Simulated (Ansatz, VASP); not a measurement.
# Hf2Cu in two plane-wave programs, part 2 of 2

Wanted: the spread between two codes on one cell, functional and k mesh. Of the first pair: The two relaxations start from unlike cells of this crystal (the structure described is Ansatz's start), so only their ends are compared.

VASP 6.6.1 and Ansatz 0.2.0.

So far: Set-up; Ansatz: relaxation of cell and atoms, PBEsol, pair 1; VASP: relaxation of cell and atoms, PBEsol, pair 1; Comparison.

## 5. Ansatz: relaxation of cell and atoms, PBEsol, pair 2

Level of this step: Ansatz beside VASP: Kohn-Sham DFT, plane waves, PBEsol (Ansatz).

The relaxed volume is the usual yardstick between codes: in a stiff, nearly cubic crystal its relative difference is about their pressure difference at one cell divided by the bulk modulus. Its start cell is another than that of the pair before, and may be another structure of the material.

The cell is taken from a series of runs on this material, whose earlier steps may have relaxed, scaled, displaced or heated it; both programs get it as it stands.

Input file input.yaml:

```yaml
crystal:
  lattice:
    - [-1.5696597496, 1.5696597496, 5.5003970596]
    - [1.5696597496, -1.5696597496, 5.5003970596]
    - [1.5696597496, 1.5696597496, -5.5003970596]
  atoms:
    - { symbol: Hf, position: [0.3442130133, 0.3442130133, 0.0] }
    - { symbol: Hf, position: [0.6557869867, 0.6557869867, 0.0] }
    - { symbol: Cu, position: [0.0, 0.0, 0.0] }
kpoints:
  mp_grid: { grid: [12, 12, 12] }
hamiltonian:
  xc: pbesol
scf:
  occupations: { method: methfessel_paxton, width: 0.2 }
output:
  forces: true
  stress: true
  eigenvalues: true
relax:
  adjacent_minimum: "off"
  f_tol: 0.001
  max_steps: 60
  cell: { stress_tol: 0.01 }
```

Command:

```bash
$ ansatz run input.yaml --threads 4 --pin off --max-ram 8192MiB --backend cpu --events-out ev --progress --plain --runs-dir out
```

Numbers of over 12 decimals in the logs are rounded to 6 here.

What it wrote:

```text
[...]
Crystal: 3 atoms, lattice volume = 54.208 Å³
Basis set: ecut = 420 eV, 1079 PW (Γ), FFT grids on a1+a3, a2+a3, a3, exchange–correlation on 48×48×80 points (8 copies of the dense FFT grid, shifted against one another)
Bands: 43, of which v1, the nominal top of the filled ones, is band 36 counted from 1 (35 counted from 0)
Symmetry: 16 space group operations
[...]
--- Relaxed structure (4 steps of the walk, 4 accepted, 1 SCFs on fresh bases) ---
[...]
cell:  # Å, volume = 54.2240 Å³
    - [-1.568515, 1.568515, 5.510035]
    - [1.568515, -1.568515, 5.510035]
    - [1.568515, 1.568515, -5.510035]
  atoms:
    - { symbol: Hf, position: [0.344167, 0.344167, 0] }
    - { symbol: Hf, position: [0.655833, 0.655833, 0] }
    - { symbol: Cu, position: [0, 0, 0] }
[key lines of the parts left out:]
SCF converged after 7 iterations
Free energy (F): -37785.293853 eV
Fermi energy:    20.010988 eV
P = ⅓ Tr σ = -0.0004 GPa (-0.004 kbar)
```

## 6. VASP: relaxation of cell and atoms, PBEsol, pair 2

The same cell, functional, mesh and smearing now go to VASP, with its own data sets.

Input file INCAR:

```
SYSTEM = Hf2Cu
PREC = Accurate
ENCUT = 600
EDIFF = 1E-07
NELM = 120
ISMEAR = 1
SIGMA = 0.2
LREAL = .FALSE.
ALGO = Normal
GGA = PS
NBANDS = 21
LASPH = .TRUE.
LORBIT = 11
LWAVE = .FALSE.
LCHARG = .FALSE.
ISIF = 3
IBRION = 2
NSW = 80
EDIFFG = -0.005
GGA_COMPAT = .FALSE.
NELMIN = 4
KPAR = 2
```

Input file POSCAR:

```
Hf2Cu
1.0
   -1.5696600000      1.5696600000      5.5003970000
    1.5696600000     -1.5696600000      5.5003970000
    1.5696600000      1.5696600000     -5.5003970000
Hf Cu
2 1
Direct
    0.3442129723      0.3442129723      0.0000000000
    0.6557870277      0.6557870277      0.0000000000
    0.0000000000      0.0000000000      0.0000000000
```

Input file KPOINTS:

```
Automatic mesh
0
Gamma
12 12 12
0 0 0
```

The projector-augmented-wave data sets are Hf_pv and Cu (PBE family, release 64).

Command:

```bash
$ mpirun -np 2 vasp_std
```

What it wrote:

```text
[banner, memory and clock lines left out]
running    2 mpi-ranks, on    1 nodes
[...]
[... a notice as in an earlier step ...]

 LDA part: xc-table for (Slater+PW92), standard interpolation
 POSCAR, INCAR and KPOINTS ok, starting setup
[...]
entering main loop
       N       E                     dE             d eps       ncg     rms          rms(c)
DAV:   1     0.200078023601E+03    0.20008E+03   -0.17094E+04  6926   0.191E+03
DAV:   2    -0.148765664297E+02   -0.21495E+03   -0.20726E+03  7027   0.433E+02
DAV:   3    -0.285088027833E+02   -0.13632E+02   -0.12339E+02  9033   0.899E+01
DAV:   4    -0.291016013133E+02   -0.59280E+00   -0.58580E+00  8719   0.172E+01
[...]
DAV:  21    -0.257942869981E+02    0.77976E-05   -0.26156E-05 10707   0.105E-01    0.116E-02
DAV:  22    -0.257942869528E+02    0.45267E-07   -0.27850E-06 10603   0.166E-02    0.399E-03
DAV:  23    -0.257942868713E+02    0.81543E-07   -0.10728E-07  4577   0.723E-03
   1 F= -.25794287E+02 E0= -.25793855E+02  d E =-.257943E+02
[... from here on, the cycles between the ionic steps are left out ...]
   2 F= -.25794311E+02 E0= -.25793919E+02  d E =-.239090E-04
   3 F= -.25794484E+02 E0= -.25794072E+02  d E =-.197088E-03
   4 F= -.25794484E+02 E0= -.25794071E+02  d E =-.197043E-03
   5 F= -.25794512E+02 E0= -.25794114E+02  d E =-.280272E-04
   6 F= -.25794518E+02 E0= -.25794134E+02  d E =-.344969E-04
[...]
reached required accuracy - stopping structural energy minimisation
```

From OUTCAR (step 6):

```text
  Total       -0.0053517     -0.0053517      0.0097819      0.0000000     -0.0000000      0.0000000
  in kB       -0.1585489     -0.1585489      0.2897955      0.0000000     -0.0000000      0.0000000
  external PRESSURE =      -0.0091007 kB  Pullay stress =       0.0000000 kB

 POSITION                                       TOTAL-FORCE (eV/Angst)
 -----------------------------------------------------------------------------------
      0.00000      0.00000      3.78546         0.000000      0.000000      0.004916
      0.00000      0.00000      7.21811        -0.000000     -0.000000     -0.004916
     -0.00000      0.00000      0.00000        -0.000000     -0.000000      0.000000
 -----------------------------------------------------------------------------------
    total drift:                                0.000000     -0.000000      0.000000

  FREE ENERGIE OF THE ION-ELECTRON SYSTEM (eV)
  ---------------------------------------------------
  free  energy   TOTEN  =       -25.7945184113 eV

  energy  without entropy=      -25.7933646094  energy(sigma->0) =      -25.79413381

[... 1 part as in an earlier step ...]

[... 3 further parts left out ...]
[key lines of the parts left out:]
E-fermi :   5.6736
```

## 7. Differences

What differs besides the data sets and the points named for the pairs above, as far as they apply: the data sets hold 71 valence electrons in Ansatz (on its default PAW (the set named soft_2) files) and 31 in VASP. Total energies have different zeros and are not compared.

The two programs side by side:

| quantity | Ansatz | VASP | difference |
| --- | --- | --- | --- |
| volume (Å³) | 54.22 | 54.08 | +0.27 % |
| edge a after relaxation, in the typed setting (Å) | 5.940 | 5.932 | +0.14 % |

## 8. VASP: relaxation of cell and atoms, PBEsol, pair 3

The relaxed volume is the usual yardstick between codes: in a stiff, nearly cubic crystal its relative difference is about their pressure difference at one cell divided by the bulk modulus.

INCAR: that of step 6 with these lines changed.

```diff
@@ -5,4 +5,4 @@
 NELM = 120
-ISMEAR = 1
-SIGMA = 0.2
+ISMEAR = 0
+SIGMA = 0.1
 LREAL = .FALSE.
```

Input file POSCAR:

```
Hf2Cu
1.0
   -1.5646520000      1.5646520000      5.5356510000
    1.5646520000     -1.5646520000      5.5356510000
    1.5646520000      1.5646520000     -5.5356510000
Hf Cu
2 1
Direct
    0.3440605269      0.3440605269      0.0000000000
    0.6559393827      0.6559393827      0.0000000000
    0.0000000000      0.0000000000      0.0000000000
```

Input file KPOINTS:

```
Automatic mesh
0
Gamma
14 14 14
0 0 0
```

Command:

```bash
$ mpirun -np 2 vasp_std
```

What it wrote:

```text
[... set-up lines as in an earlier step ...]
 entering main loop
       N       E                     dE             d eps       ncg     rms          rms(c)
DAV:   1     0.200116724252E+03    0.20012E+03   -0.17155E+04 10359   0.191E+03
DAV:   2    -0.146908375445E+02   -0.21481E+03   -0.20688E+03 10506   0.432E+02
DAV:   3    -0.285397710073E+02   -0.13849E+02   -0.12447E+02 13656   0.899E+01
DAV:   4    -0.291177339918E+02   -0.57796E+00   -0.57093E+00 13167   0.169E+01
[...]
DAV:  22    -0.257997154707E+02    0.22265E-05   -0.97750E-06 14835   0.715E-02    0.188E-02
DAV:  23    -0.257997154444E+02    0.26298E-07   -0.10786E-06 12710   0.809E-03    0.530E-03
DAV:  24    -0.257997154391E+02    0.53269E-08   -0.67422E-08  6592   0.323E-03
   1 F= -.25799715E+02 E0= -.25795947E+02  d E =-.257997E+02
[... from here on, the cycles between the ionic steps are left out ...]
   2 F= -.25800238E+02 E0= -.25796531E+02  d E =-.522516E-03
   3 F= -.25800265E+02 E0= -.25796546E+02  d E =-.549102E-03
   4 F= -.25800662E+02 E0= -.25796947E+02  d E =-.397303E-03
   5 F= -.25800696E+02 E0= -.25796985E+02  d E =-.431378E-03
   6 F= -.25800696E+02 E0= -.25796986E+02  d E =-.431459E-03
   7 F= -.25800711E+02 E0= -.25797001E+02  d E =-.146223E-04
 trial-energy change:   -0.000015  1 .order   -0.000014   -0.000024   -0.000005
 step:   1.3055(harm=  1.3055)  dis= 0.00093  next Energy=   -25.800711 (dE=-0.150E-04)
 reached required accuracy - stopping structural energy minimisation
```

OUTCAR, selected parts (step 8):

```text
  Total       -0.0001133     -0.0001133      0.0009161      0.0000000     -0.0000000      0.0000000
  in kB       -0.0033578     -0.0033578      0.0271495      0.0000000     -0.0000000      0.0000000
  external PRESSURE =       0.0068113 kB  Pullay stress =       0.0000000 kB

 POSITION                                       TOTAL-FORCE (eV/Angst)
 -----------------------------------------------------------------------------------
      0.00000      0.00000      3.78088         0.000000      0.000000      0.003456
      1.56845      1.56845      1.71326        -0.000000     -0.000000     -0.003456
      0.00000      0.00000      0.00000        -0.000000     -0.000000      0.000000
 -----------------------------------------------------------------------------------
    total drift:                                0.000000      0.000000      0.000203

  FREE ENERGIE OF THE ION-ELECTRON SYSTEM (eV)
  ---------------------------------------------------
  free  energy   TOTEN  =       -25.8007106221 eV

  energy  without entropy=      -25.7932911232  energy(sigma->0) =      -25.79700087

[... 1 part as in an earlier step ...]

[... 3 further parts left out ...]
[key lines of the parts left out:]
E-fermi :   5.6675
```

## 9. Ansatz: relaxation of cell and atoms, PBEsol, pair 3

The same cell, functional, mesh and smearing now go to Ansatz, which takes its cutoff from its data sets.

The cell is taken from a series of runs on this material, whose earlier steps may have relaxed, scaled, displaced or heated it; both programs get it as it stands.

Input file input.yaml:

```yaml
crystal:
  lattice:
    - [-1.5646521405, 1.5646521405, 5.5356506482]
    - [1.5646521405, -1.5646521405, 5.5356506482]
    - [1.5646521405, 1.5646521405, -5.5356506482]
  atoms:
    - { symbol: Hf, position: [0.344060577, 0.344060577, 0.0] }
    - { symbol: Hf, position: [0.655939423, 0.655939423, 0.0] }
    - { symbol: Cu, position: [0.0, 0.0, 0.0] }
kpoints:
  mp_grid: { grid: [14, 14, 14] }
hamiltonian:
  xc: pbesol
scf:
  occupations: { method: gaussian, width: 0.1 }
output:
  forces: true
  stress: true
  eigenvalues: true
  write_density: true
  write_potential: true
  elf: true
  volumetric_format: npy
relax:
  adjacent_minimum: "off"
  f_tol: 0.005
  max_steps: 80
  cell: { stress_tol: 0.05 }
```

Command:

```bash
$ ansatz run input.yaml --threads 4 --pin off --max-ram 8192MiB --backend cpu --events-out ev --progress --plain --runs-dir out
```

What it wrote:

```text
[...]
Crystal: 3 atoms, lattice volume = 54.208 Å³
Basis set: ecut = 420 eV, 1079 PW (Γ), FFT grids on a1−a2, a2, a1+a3, exchange–correlation on 60×80×48 points (8 copies of the dense FFT grid, shifted against one another)
Bands: 43, of which v1, the nominal top of the filled ones, is band 36 counted from 1 (35 counted from 0)
Symmetry: 16 space group operations
[...]
--- Relaxed structure (5 steps of the walk, 4 accepted, 1 SCFs on fresh bases) ---
[...]
cell:  # Å, volume = 54.2082 Å³
    - [-1.569660, 1.569660, 5.500397]
    - [1.569660, -1.569660, 5.500397]
    - [1.569660, 1.569660, -5.500397]
  atoms:
    - { symbol: Hf, position: [0.344213, 0.344213, 0] }
    - { symbol: Hf, position: [0.655787, 0.655787, 0] }
    - { symbol: Cu, position: [0, 0, 0] }
[key lines of the parts left out:]
SCF converged after 6 iterations
Free energy (F): -37785.299915 eV
Fermi energy:    20.009506 eV
P = ⅓ Tr σ = 0.0006 GPa (0.006 kbar)
```

## 10. Comparison

What differs besides the data sets and the points named for the pairs above, as far as they apply: the data sets hold 71 valence electrons in Ansatz (on its default PAW (the set named soft_2) files) and 31 in VASP. Total energies have different zeros and are not compared.

Both answers:

| quantity | Ansatz | VASP | difference |
| --- | --- | --- | --- |
| volume (Å³) | 54.21 | 54.06 | +0.27 % |
| edge a after relaxation, in the typed setting (Å) | 5.931 | 5.925 | +0.11 % |

## 11. What came out

| Item | Value |
| --- | --- |
| difference in volume (relaxation of cell and atoms, PBEsol, pair 1) | 0.16 % |
| difference in volume (relaxation of cell and atoms, PBEsol, pair 2) | 0.27 % |
| difference in volume (relaxation of cell and atoms, PBEsol, pair 3) | 0.27 % |

What this shows: The difference in volume is 0.27 % (relaxation of cell and atoms, PBEsol, pair 3), within the 1.2 % picked in this series as the mark of a large difference, as far as the stopping tolerances let one tell. The data sets hold unlike numbers of valence electrons (71 in Ansatz and 31 in VASP), so part of the differences comes from the potentials. How closely two codes agree says nothing of how well the functional describes the real material.

[Lines on the potential files, build, host, timing and source positions are cut from VASP's logs without a mark.]

[Logs are printed without paths, hosts, clocks, repeated set-up lines and the standing remarks that a program may print on its own settings, such as how far it seeks lower states.]

[Hosts, paths, dates, database ids (printed as entryN), source tags and the programs' standing remarks are cut or masked in the printed files.]
